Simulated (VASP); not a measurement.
# Ti2RuC3 (P-3m1) in VASP: single point with PBE

Aim: the single point of Ti2RuC3 with PBE.

All numbers are computed with VASP 6.6.1; they aren't measurements. Logs are shortened: lines on timing, memory, paths and dates and some standing lists are left out, and cuts for length are marked.

## (1) Starting point

Symmetry: P-3m1, No. 164, trigonal system. Conventional cell: a = 3.109 Å, b = 3.109 Å, c = 7.221 Å, α = 90.00°, β = 90.00°, γ = 120.00°. Ti (site symmetry 3m) is surrounded by 6 C at 2.16 to 2.19 Å. Around Ru (site symmetry -3m) lie 6 C at 2.13 Å. Around C (site symmetry 3m) lie 3 Ru at 2.13 Å and 3 Ti at 2.16 Å. C (site symmetry -3m) is surrounded by 6 Ti at 2.19 Å.

The cell was built by a generator and needn't be a form met in nature.

## (2) Single point, PBE

Input file INCAR:

```
SYSTEM = Ti2RuC3
  ALGO = Fast
  EDIFF = 1E-5
  ENCUT = 520
  GGA = PE
  ISIF = 2
  ISMEAR = 0
  LASPH = .TRUE.
  LCHARG = .FALSE.
  LREAL = Auto
  LWAVE = .FALSE.
  NELM = 80
  PREC = Normal
  SIGMA = 0.15
```

Input file KPOINTS:

```
k-points
0
G
  8 8 3
  0 0 0
```

Input file POSCAR:

```
Ti2RuC3
1.0
    6.2188860000      0.0000000000      0.0000000000
   -1.5547210000      2.6928560000      0.0000000000
    0.0000000000      0.0000000000      7.2207900000
Ti Ru C
4 2 6
Direct
    0.1666665000      0.6666670000      0.6733400000
    0.6666665000      0.6666670000      0.6733400000
    0.3333335000      0.3333330000      0.3266600000
    0.8333335000      0.3333330000      0.3266600000
    0.0000000000      0.0000000000      0.0000000000
    0.5000000000      0.0000000000      0.0000000000
    0.1666665000      0.6666670000      0.1597100000
    0.6666665000      0.6666670000      0.1597100000
    0.3333335000      0.3333330000      0.8402900000
    0.8333335000      0.3333330000      0.8402900000
    0.0000000000      0.0000000000      0.5000000000
    0.5000000000      0.0000000000      0.5000000000
```

Potentials or basis: VASP PAW PBE potentials, release 64 (Ti_sv, Ru_pv, C).

Started as:

```console
$ cat potpaw_PBE.64/Ti_sv/POTCAR potpaw_PBE.64/Ru_pv/POTCAR potpaw_PBE.64/C/POTCAR > POTCAR
$ mpirun -np 1 vasp_std > vasp.out
```

OUTCAR:

```text
SYSTEM = Ti2RuC3
   EDIFF = 1E-5
   ENCUT = 520
   GGA = PE
   ISIF = 2
   ISMEAR = 0
   LASPH = .TRUE.
   LREAL = Auto
   NELM = 80
   PREC = Normal

 ion  position               nearest neighbor table
   1  0.167  0.667  0.673-   9 2.16  10 2.16   9 2.16  11 2.19  11 2.19  12 2.19   5 2.96   5 2.96
                             6 2.96
   2  0.667  0.667  0.673-  10 2.16   9 2.16  10 2.16  12 2.19  12 2.19  11 2.19   6 2.96   6 2.96
                             5 2.96
   3  0.333  0.333  0.327-   7 2.16   8 2.16   7 2.16  12 2.19  12 2.19  11 2.19   6 2.96   6 2.96
                             5 2.96
   4  0.833  0.333  0.327-   8 2.16   7 2.16   8 2.16  11 2.19  11 2.19  12 2.19   5 2.96   5 2.96
                             6 2.96
   5  0.000  0.000  0.000-   7 2.13  10 2.13   7 2.13  10 2.13   8 2.13   9 2.13   4 2.96   1 2.96
                             4 2.96   1 2.96   3 2.96   2 2.96   6 3.11   6 3.11   6 3.11   6 3.11
   6  0.500  0.000  0.000-   8 2.13   9 2.13   8 2.13   9 2.13  10 2.13   7 2.13   3 2.96   2 2.96
                             3 2.96   2 2.96   1 2.96   4 2.96   5 3.11   5 3.11   5 3.11   5 3.11
   7  0.167  0.667  0.160-   5 2.13   5 2.13   6 2.13   3 2.16   4 2.16   3 2.16
   8  0.667  0.667  0.160-   6 2.13   6 2.13   5 2.13   4 2.16   3 2.16   4 2.16
   9  0.333  0.333  0.840-   6 2.13   6 2.13   5 2.13   1 2.16   2 2.16   1 2.16
  10  0.833  0.333  0.840-   5 2.13   5 2.13   6 2.13   2 2.16   1 2.16   2 2.16
  11  0.000  0.000  0.500-   1 2.19   4 2.19   1 2.19   4 2.19   2 2.19   3 2.19
  12  0.500  0.000  0.500-   2 2.19   3 2.19   2 2.19   3 2.19   4 2.19   1 2.19

  Warning from LATTYP: Monoclinic adjustment (A1->A3, A2->A1, A3->A2)!
  LATTYP: Found a simple orthorhombic cell.
 ALAT       =     3.1094422047
 B/A-ratio  =     1.7320512886
 C/A-ratio  =     2.3222139292

  Lattice vectors:

 A1 = (   1.5547210000,  -2.6928560000,   0.0000000000)
 A2 = (   4.6641650000,   2.6928560000,   0.0000000000)
 A3 = (   0.0000000000,   0.0000000000,   7.2207900000)

Analysis of symmetry for initial positions (statically):
=====================================================================
 Subroutine PRICEL returns following result:

  LATTYP: Found a hexagonal cell.
 ALAT       =     3.1094430000
 C/A-ratio  =     2.3222133353

  Lattice vectors:

 A1 = (   3.1094430000,   0.0000000000,   0.0000000000)
 A2 = (  -1.5547210000,   2.6928560000,   0.0000000000)
 A3 = (   0.0000000000,   0.0000000000,   7.2207900000)

   2 primitive cells build up your supercell.

 Routine SETGRP: Setting up the symmetry group for a
 simple orthorhombic supercell.

 Subroutine GETGRP returns: Found  4 space group operations
 (whereof  4 operations were pure point group operations)
 out of a pool of  8 trial point group operations.

The static configuration has the point symmetry C_2h.

Analysis of symmetry for dynamics (positions and initial velocities):
=====================================================================
 Subroutine PRICEL returns following result:

  LATTYP: Found a hexagonal cell.
 ALAT       =     3.1094430000
 C/A-ratio  =     2.3222133353

  Lattice vectors:

 A1 = (   3.1094430000,   0.0000000000,   0.0000000000)
 A2 = (  -1.5547210000,   2.6928560000,   0.0000000000)
 A3 = (   0.0000000000,   0.0000000000,   7.2207900000)

   2 primitive cells build up your supercell.

 Routine SETGRP: Setting up the symmetry group for a
 simple orthorhombic supercell.

 Subroutine GETGRP returns: Found  4 space group operations
 (whereof  4 operations were pure point group operations)
 out of a pool of  8 trial point group operations.

The dynamic configuration has the point symmetry C_2h.

 Subroutine INISYM returns: Found  4 space group operations
 (whereof  4 operations are pure point group operations),
 and found     2 'primitive' translations

----------------------------------------------------------------------------------------

                                     Primitive cell

  volume of cell :      60.4617

  direct lattice vectors                    reciprocal lattice vectors
     3.109443000  0.000000000  0.000000000     0.321601007  0.185676412  0.000000000
    -1.554721000  2.692856000  0.000000000     0.000000000  0.371352943  0.000000000
     0.000000000  0.000000000  7.220790000     0.000000000  0.000000000  0.138489002

  length of vectors
     3.109443000  3.109442205  7.220790000     0.371352848  0.371352943  0.138489002

  position of ions in fractional coordinates (direct lattice)
     0.333333000  0.666667000  0.673340000
     0.666667000  0.333333000  0.326660000
     0.000000000  0.000000000  0.000000000
     0.333333000  0.666667000  0.159710000
     0.666667000  0.333333000  0.840290000
     0.000000000  0.000000000  0.500000000

  ion indices of the primitive-cell ions
   primitive index   ion index
                 1           1
                 2           3
                 3           5
                 4           7
                 5           9
                 6          11

----------------------------------------------------------------------------------------

 KPOINTS: k-points

Automatic generation of k-mesh.
 Grid dimensions read from file:
 generate k-points for:    8    8    3

 Generating k-lattice:

  Cartesian coordinates                     Fractional coordinates (reciprocal lattice)
     0.020100063  0.011604776  0.000000000     0.125000000  0.000000000  0.000000000
     0.000000000  0.046419118  0.000000000     0.000000000  0.125000000  0.000000000
     0.000000000  0.000000000  0.046163001     0.000000000  0.000000000  0.333333333

  Length of vectors
     0.023209553  0.046419118  0.046163001

  Shift w.r.t. Gamma in fractional coordinates (k-lattice)
     0.000000000  0.000000000  0.000000000

 Subroutine IBZKPT returns following result:
 ===========================================

 Found     65 irreducible k-points:

 Following reciprocal coordinates:
            Coordinates               Weight
  0.000000  0.000000  0.000000      1.000000
  0.125000  0.000000  0.000000      2.000000
  0.250000  0.000000  0.000000      2.000000
  0.375000  0.000000  0.000000      2.000000
  0.500000  0.000000  0.000000      1.000000
  0.000000  0.125000  0.000000      4.000000
[... 16 lines left out ...]
  0.250000  0.500000  0.000000      2.000000
  0.375000  0.500000  0.000000      2.000000
 [... further k-points ...]
   k-points           NKPTS =     65   k-points in BZ     NKDIM =     65   number of bands    NBANDS=     60
   number of dos      NEDOS =    301   number of ions     NIONS =     12
   total plane-waves  NPLWV =  25920
   dimension x,y,z NGX =    36 NGY =   18 NGZ =   40
   dimension x,y,z NGXF=    72 NGYF=   36 NGZF=   80
   ions per type =               4   2   6
   NGX,Y,Z   is equivalent  to a cutoff of   9.62,  9.62,  9.21 a.u.
   NGXF,Y,Z  is equivalent  to a cutoff of  19.25, 19.25, 18.42 a.u.
 SYSTEM =  Ti2RuC3
   PREC   = normal    normal or accurate (medium, high low for compatibility)
   ISTART =      0    job   : 0-new  1-cont  2-samecut
   ICHARG =      2    charge: 1-file 2-atom 10-const
   ISPIN  =      1    spin polarized calculation?
   LNONCOLLINEAR =      F non collinear calculations
   LSORBIT =      F    spin-orbit coupling
   LASPH  =      T    aspherical Exc in radial PAW
   ENCUT  =  520.0 eV  38.22 Ry    6.18 a.u.  11.56  5.78 13.43*2*pi/ulx,y,z
   NELM   =     80;   NELMIN=  2; NELMDL= -5     # of ELM steps
   EDIFF  = 0.1E-04   stopping-criterion for ELM
   LREAL  =      T    real-space projection
   EDIFFG = 0.1E-03   stopping-criterion for IOM
   NSW    =      0    number of steps for IOM
   IBRION =     -1    ionic relax: 0-MD 1-quasi-New 2-CG
   NFREE  =      0    steps in history (QN), initial steepest desc. (CG)
   ISIF   =      2    stress and relaxation
   ISYM   =      2    0-nonsym 1-usesym 2-fastsym
   POTIM  = 0.5000    time-step for ionic-motion
   TEBEG  =    0.0;   TEEND  =   0.0 temperature during run
   PSTRESS=    0.0 pullay stress
   NELECT =     100.0000    total number of electrons
   NUPDOWN=      -1.0000    fix difference up-down
   EMIN   =  10.00;   EMAX   =-10.00  energy-range for DOS
   EFERMI =   0.00;   METHOD = LEGACY
   ISMEAR =     0;   SIGMA  =   0.15  broadening in eV -4-tet -1-fermi 0-gaus
   EFERMI_NEDOS =   21; number of points for ismear=-14 and -15
   IALGO  =     68    algorithm
   IMIX   =      4    mixing-type and parameters
     AMIX     =   0.40;   BMIX     =  1.00
     AMIX_MAG =   1.60;   BMIX_MAG =  1.00
  volume/ion in A,a.u.               =      10.08        68.00
  Fermi-wavevector in a.u.,A,eV,Ry     =   1.536637  2.903823 32.126811  2.361254
  Thomas-Fermi vector in A             =   2.643258
   LORBIT       =      0    0 simple, 1 ext, 2 COOP (PROOUT), +10 PAW based schemes
   GGA     = PE    functional components
   LHFCALC =     F    Hartree Fock is set to
   AEXX    =    0.0000 exact exchange contribution
   IVDW    =     0    specifies the selected vdW correction
   LEPSILON=     F    determine dielectric tensor
   LRPA    =     F    only Hartree local field effects (RPA)
 non-spin polarized calculation
 RMM-DIIS sequential band-by-band and
 Gauss-broadening in eV      SIGMA  =   0.15
  energy-cutoff  :      520.00
  volume of cell :      120.92
 maximum number of plane-waves:      3288
   NGX = 23   NGY = 11   NGZ = 27

 number of electron     100.0000000 magnetization

 number of electron      99.9999980 magnetization

 Free energy of the ion-electron system (eV)
  ---------------------------------------------------
  ext. energy  EPLUGINS =         0.00000000
  ---------------------------------------------------
  free energy    TOTEN  =      -108.41492571 eV

  energy without entropy =     -108.33884283  energy(sigma->0) =     -108.37688427

 E-fermi :  10.5590     XC(G=0): -13.0431

 val. band max:       10.5509261981   @ k =  -0.2500   0.2500   0.0000
 cond. band min:      10.5614199465   @ k =   0.5000   0.3750   0.3333
 fundamental gap:      0.0104937484
 Fermi energy:        10.5589616880

 k-point     1 :       0.0000    0.0000    0.0000
  band No.  band energies     occupation
      1     -46.5435      2.00000
      2     -46.5107      2.00000
      3     -46.4921      2.00000
      4     -46.4811      2.00000
      5     -32.9307      2.00000
      6     -32.9005      2.00000
[... 52 lines left out ...]
     59      12.3341      0.00000
     60      12.5849      0.00000

 k-point     2 :       0.1250    0.0000    0.0000
  band No.  band energies     occupation
      1     -46.5416      2.00000
      2     -46.5095      2.00000
      3     -46.4944      2.00000
      4     -46.4819      2.00000
      5     -32.9295      2.00000
      6     -32.8998      2.00000
[... 52 lines left out ...]
     59      12.3608      0.00000
     60      12.5891      0.00000

 k-point     3 :       0.2500    0.0000    0.0000
  band No.  band energies     occupation
      1     -46.5365      2.00000
      2     -46.5059      2.00000
      3     -46.5006      2.00000
      4     -46.4845      2.00000
      5     -32.9258      2.00000
      6     -32.9024      2.00000
[... 1312 lines left out ...]
     59      13.0097      0.00000
     60      13.2975      0.00000

 k-point    24 :       0.3750    0.5000    0.0000
  band No.  band energies     occupation
      1     -46.4921      2.00000
      2     -46.4921      2.00000
      3     -46.4811      2.00000
      4     -46.4811      2.00000
      5     -32.8969      2.00000
      6     -32.8969      2.00000
[... 52 lines left out ...]
     59      13.7378      0.00000
     60      13.8958      0.00000

 [... further k-points ...]

------------------------ aborting loop because EDIFF is reached ----------------------------------------

  FORCE on cell =-STRESS in cart. coord.  units (eV):
  Direction    XX          YY          ZZ          XY          YZ          ZX
  --------------------------------------------------------------------------------------
  -------------------------------------------------------------------------------------
  Total       -0.1644529     -0.2955217      0.0862216      0.1135088      0.0224240      0.0388395
  in kB       -2.1789225     -3.9155200      1.1423943      1.5039376      0.2971068      0.5146044
  external PRESSURE =      -1.6506828 kB  Pullay stress =       0.0000000 kB

 VOLUME and BASIS-vectors are now :
 -----------------------------------------------------------------------------
  energy-cutoff  :      520.00
  volume of cell :      120.92
      direct lattice vectors                 reciprocal lattice vectors
     6.218886000  0.000000000  0.000000000     0.160800503  0.092838206  0.000000000
    -1.554721000  2.692856000  0.000000000     0.000000000  0.371352943  0.000000000
     0.000000000  0.000000000  7.220790000     0.000000000  0.000000000  0.138489002

 POSITION                                       TOTAL-FORCE (eV/Angst)
 -----------------------------------------------------------------------------------
     -0.00000      1.79524      4.86205        -0.002885     -0.001666      0.002655
      3.10944      1.79524      4.86205        -0.002885     -0.001666      0.002655
      1.55472      0.89762      2.35874         0.002885      0.001666     -0.002655
      4.66417      0.89762      2.35874         0.002885      0.001666     -0.002655
      0.00000      0.00000      0.00000        -0.000000     -0.000000     -0.000000
      3.10944      0.00000      0.00000         0.000000     -0.000000     -0.000000
     -0.00000      1.79524      1.15323         0.011987      0.006921      0.003700
      3.10944      1.79524      1.15323         0.011987      0.006921      0.003700
      1.55472      0.89762      6.06756        -0.011987     -0.006921     -0.003700
      4.66417      0.89762      6.06756        -0.011987     -0.006921     -0.003700
      0.00000      0.00000      3.61040         0.000000     -0.000000     -0.000000
      3.10944      0.00000      3.61040        -0.000000     -0.000000     -0.000000
 -----------------------------------------------------------------------------------
    total drift:                               -0.000000     -0.000000     -0.000000

  FREE ENERGIE OF THE ION-ELECTRON SYSTEM (eV)
  ---------------------------------------------------
  free  energy   TOTEN  =      -108.4149257096 eV

  energy  without entropy=     -108.3388428263  energy(sigma->0) =     -108.37688427
```

Run time: 8.9 min. Hardware: 1 thread of Intel Xeon Platinum 8259CL at 2.50GHz (Skylake/Cascade Lake), shared host; peak memory 0.37 GiB.

What came out:

* Free energy: -108.4149 eV
* Pressure: -0.2 GPa
* Largest force: 0.014 eV/Å
* Band gap on the k mesh: none (metal or under the smearing width)

Forces on the atoms (eV/Å):
```
Ti  -0.003 -0.002  0.003
Ti  -0.003 -0.002  0.003
Ti   0.003  0.002 -0.003
Ti   0.003  0.002 -0.003
Ru   0.000  0.000  0.000
Ru   0.000  0.000  0.000
C    0.012  0.007  0.004
C    0.012  0.007  0.004
C   -0.012 -0.007 -0.004
C   -0.012 -0.007 -0.004
C    0.000  0.000  0.000
C    0.000  0.000  0.000
```

Stress tensor (GPa, compression positive):
```
-0.22  0.15  0.05
 0.15 -0.39  0.03
 0.05  0.03  0.11
```
